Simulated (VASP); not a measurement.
Level of theory: PBEsol GGA, VASP's PBE PAW potentials (set 64) (plane waves; VASP).

A VASP calculation is set up with these files.

File KPOINTS:
```
kpoints
0
G
13 13 8
```

### POSCAR
```
Tm
1
    1.7509026644    -3.0326524422     0.0000000000
    1.7509026644     3.0326524422     0.0000000000
    0.0000000000     0.0000000000     5.3989870461
Tm
2
Direct
  0.3333330000   0.6666670000   0.2500000000
  0.6666670000   0.3333330000   0.7500000000
```

INCAR:
```
ALGO=Normal
EDIFF=1E-7
ENCUT=400
GGA=PS
ISIF=2
ISMEAR=-5
LASPH=.TRUE.
LCHARG=.TRUE.
LMAXMIX=6
LORBIT=11
LREAL=.FALSE.
LWAVE=.FALSE.
NEDOS=601
NELM=100
PREC=Accurate
SYSTEM=Tm
```

POTCAR, in this order: Tm_3 (PBE.64 set). Program: vasp_std.

The 4f electrons are frozen in the core of the lanthanide potential, so 4f levels, which can set the real gap, and their magnetism are missing.

Problem. Predict the energy per atom (σ→0), band gap (on the k-mesh).

Solution. 
| Property | Result |
|---|---|
| energy per atom (σ→0) | -4.899 eV/atom |
| band gap (on the k-mesh) | none (metal, semimetal or under 0.01 eV) |

**OSZICAR**
```
...
DAV:   8    -0.979801892806E+01    0.37544E-03   -0.30562E-03  3545   0.514E-01    0.718E-02
DAV:   9    -0.979802036097E+01   -0.14329E-05   -0.22845E-04  4480   0.164E-01    0.309E-02
DAV:  10    -0.979801544792E+01    0.49131E-05   -0.11194E-05  3668   0.322E-02    0.257E-02
DAV:  11    -0.979801534279E+01    0.10513E-06   -0.64519E-07  3396   0.963E-03    0.115E-02
DAV:  12    -0.979801558938E+01   -0.24659E-06   -0.20758E-07  2258   0.481E-03    0.148E-03
DAV:  13    -0.979801572609E+01   -0.13671E-06   -0.38390E-08  1775   0.302E-03    0.329E-04
DAV:  14    -0.979801572192E+01    0.41684E-08   -0.14169E-08  1725   0.190E-03
   1 F= -.97980157E+01 E0= -.97980157E+01  d E =0.000000E+00
```

The compound is Tm in the hcp structure. It was relaxed first.
